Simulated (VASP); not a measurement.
Cost and result of VASP (PAW) for the band gap of NaH (rock salt). Gaps are without spin-orbit coupling. Each level names its cell: its own relaxed one, PBE's, or the starting one. A gap is the smallest over the k-mesh and a band path; hybrids may have named points in place of the path, and GW has the mesh alone. The cost counts the self-consistent run with its band path or extra points (for GW, with the PBE run and the diagonalisation ahead of it), each on the mesh and cut-off of its row, so the ratios hold those differences too. With PBE it took about 10 core-seconds. Times come from single runs on busy shared machines, so they are rough: good to a factor of about 2.

| level | k-mesh | cut-off (eV) | band gap (eV) | cost over PBE |
|---|---|---|---|---|
| LDA (own cell) | 11×11×11 | 520 | 3.55 | within a factor of 2 |
| PBE (own cell) | 11×11×11 | 520 | 3.76 | reference |
| PBEsol (own cell) | 11×11×11 | 520 | 3.60 | within a factor of 2 |
| AM05 (own cell) | 11×11×11 | 520 | ? | within a factor of 2 |
| optB88-vdW (own cell) | 11×11×11 | 520 | 4.02 | about 3 times |
| rev-vdW-DF2 (own cell) | 11×11×11 | 520 | 3.86 | about 3 times |
| revTPSS (own cell) | 11×11×11 | 520 | 4.37 | about 5 times |
| r2SCAN+rVV10 (own cell) | 11×11×11 | 520 | 4.40 | about 6 times |
| B3LYP (PBE cell) | 8×8×8 | 520 | ? | ? |

**Question.** Complete the blanks.

**Answer.** 
- B3LYP (PBE cell), band gap (eV): 5.45
- B3LYP (PBE cell), cost over PBE: about 30 times
- AM05 (own cell), band gap (eV): 3.63

Left out are levels that failed, ran on another kind of processor or have no fit band path; at most nine are shown.

The compound is NaH in the rock salt structure.
